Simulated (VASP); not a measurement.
```yaml
crystal:
  lattice:
    - [4.03785, 0.00000, 0.00000]
    - [-2.01893, 3.49688, 0.00000]
    - [0.00000, 0.00000, 7.39724]
  atoms:
    - { symbol: La, position: [0.00000, 0.00000, 0.00000] }
    - { symbol: La, position: [0.00000, 0.00000, 0.50000] }
    - { symbol: S, position: [0.33333, 0.66667, 0.25000] }
    - { symbol: S, position: [0.66667, 0.33333, 0.75000] }
```

Level of theory: PBE GGA, VASP's PBE PAW potentials (set 64) (plane waves; VASP). Settings: 400 eV cut-off, Gaussian smearing of 0.050 eV, potentials La S.

Q: Give the energies of bands 11 to 20 at the high-symmetry points, in eV from the Fermi level.

A: 
```csv
band,Γ,M,K,A,L,H
11,-5.62,-5.65,-4.88,-4.71,-4.86,-5.05
12,-4.25,-5.09,-4.82,-4.71,-4.86,-5.05
13,-4.25,-4.47,-4.82,-3.76,-4.28,-4.08
14,-3.43,-3.85,-4.29,-3.76,-4.28,-4.08
15,-3.11,-3.50,-4.29,-3.76,-3.91,-3.97
16,-3.11,-3.23,-3.11,-3.76,-3.91,-3.97
17,-1.52,-1.43,0.47,-0.03,-0.36,0.55
18,0.58,0.23,0.47,-0.03,-0.36,0.55
19,0.60,1.17,0.64,1.06,1.26,1.02
20,0.74,1.29,1.16,1.07,1.28,1.05
```

It has no gap at this level: it comes out as a metal or semimetal.

The structure was generated: LaS was put into the NiAs type type (P6_3/mmc), which need not be its known phase. It was relaxed first, which changed the volume by -29 %.
